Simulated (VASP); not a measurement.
A convergence study with VASP on CoO (space group no. 225 when undisturbed): one setting is varied, all else stays as given below, so the limit is that of these other settings. One atom is moved off its site, so that forces are finite.

```
CELL_PARAMETERS angstrom
      4.23870     2.11935     2.11935
      2.11935     4.23870     2.11935
      2.11935     2.11935     4.23870
ATOMIC_POSITIONS crystal
  Co 0.00340 0.00340 0.00341
  Co 0.50000 0.50000 0.50000
  O  0.25000 0.25000 0.25000
  O  0.75000 0.75000 0.75000
```
Starting moments (μB, in the order of the record's atoms Co Co O O): 3.0 -3.0 0.0 0.0.

The numbers are results of PBE GGA, VASP's PBE PAW potentials (set 64) (plane waves; VASP), not measurements. The tightest run used: 400 eV cut-off, 13×13×13 Γ-centred mesh, Fermi-Dirac smearing of 0.050 eV, potentials Co O.

```tsv
setting	E (eV/atom)	pressure (GPa)	largest force (eV/Å)	moment (μB)	irreducible k-points
2×2×2 mesh	-6.5491	-8.88	0.707	-0.002	4
3×3×3 mesh	-6.5926	-5.97	0.546	-0.001	6
4×4×4 mesh	-6.6012	-6.68	0.520	0.004	13
5×5×5 mesh	-6.6006	-7.37	0.556	0.004	19
6×6×6 mesh	-6.6017	-7.11	0.547	0.004	32
```

Problem. These are the cheaper rows. Estimate the results at 13×13×13 mesh, and how far the last row shown lies from them.

Solution. 
| quantity | tightest run | last row shown is off by |
|---|---|---|
| E (eV/atom) | -6.6023 | 0.0006 |
| pressure (GPa) | -7.25 | 0.14 |
| largest force (eV/Å) | 0.548 | 0.000 |
| moment (μB) | 0.004 | 0.000 |

Left out are rungs that failed or repeat a setting and relaxations that didn't move; long series are thinned to 24 rows.

The structure is a typed CoO crystal (space group no. 225). The cell was not relaxed at this level, it is distorted from the ideal structure. The spin order is the one that the start imposed; others were not tried in this run.
